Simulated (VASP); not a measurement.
Input:

```xyz
2
Lattice="0.0000 2.2709 2.2709 2.2709 0.0000 2.2709 2.2709 2.2709 0.0000" Properties=species:S:1:pos:R:3 pbc="T T T"
Ga     0.0000     0.0000     0.0000
N      1.1355     1.1355     1.1355
```

Computed with PBE GGA, VASP's PBE PAW potentials (set 64) (plane waves; VASP). Numerical set-up: 450 eV cut-off, 9×9×9 Γ-centred mesh, Gaussian smearing of 0.050 eV, potentials Ga_d N.

Problem. What does the run give for the energy per atom (σ→0), band gap (on the k-mesh) with the smallest direct gap where there is one?

Solution. 
band gap (on the k-mesh): 1.58 eV
smallest direct gap (on the k-mesh): 1.58 eV
energy per atom (σ→0): -6.078 eV/atom

The absolute energy has meaning only against runs of the same code, potentials and settings.

The compound is GaN in the zinc blende structure, a metastable form; wurtzite is the usual one. It was relaxed first.
